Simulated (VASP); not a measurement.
OSZICAR of a VASP run on CaGa35N36:

File OSZICAR:
```
       N       E                     dE             d eps       ncg     rms          rms(c)
DAV:   1    -0.522139156908E+03   -0.52214E+03   -0.22659E+01   370   0.123E+01    0.959E+00
DAV:   2    -0.522306169685E+03   -0.16701E+00   -0.71376E-01   436   0.150E+00    0.654E+00
DAV:   3    -0.522258086044E+03    0.48084E-01   -0.23479E-02   436   0.417E-01    0.380E+00
DAV:   4    -0.522238453443E+03    0.19633E-01   -0.16236E-02   444   0.243E-01    0.216E+00
DAV:   5    -0.522232584739E+03    0.58687E-02   -0.40914E-03   468   0.121E-01    0.120E+00
DAV:   6    -0.522230468275E+03    0.21165E-02   -0.10071E-03   444   0.738E-02    0.667E-01
DAV:   7    -0.522229757199E+03    0.71108E-03   -0.33597E-04   468   0.452E-02    0.370E-01
DAV:   8    -0.522229527379E+03    0.22982E-03   -0.11330E-04   436   0.270E-02    0.206E-01
DAV:   9    -0.522229457138E+03    0.70240E-04   -0.37362E-05   323   0.149E-02    0.114E-01
DAV:  10    -0.522229438157E+03    0.18982E-04   -0.14197E-05   228   0.923E-03    0.624E-02
DAV:  11    -0.522229434792E+03    0.33646E-05   -0.61669E-06   220   0.505E-03
   1 F= -.52222943E+03 E0= -.52222943E+03  d E =-.116943E-10
```

Q: Which electronic solver shows in the log?

A: It is blocked Davidson (ALGO = Normal, or the opening steps of other solvers). The INCAR had ALGO = Normal.

Q: Can the final energy be trusted as converged?

A: The run converged. It stopped with EDIFF = 1E-5, NELM = 50 (HSE06 screened hybrid, plane waves, VASP's PBE PAW potentials (set 64)).  The cell is charged, with a uniform compensating background. The supercell is sampled at Γ alone, which is coarse: total energies, pressure and levels can be off, energies of defects by several tenths of an eV.

The cell is a supercell with a defect, built from GaN (wurtzite): Ca_Ga, charge -1. The cell's shape comes from a PBE relaxation. The run is not spin-polarised, so no state with unpaired spins was tried.
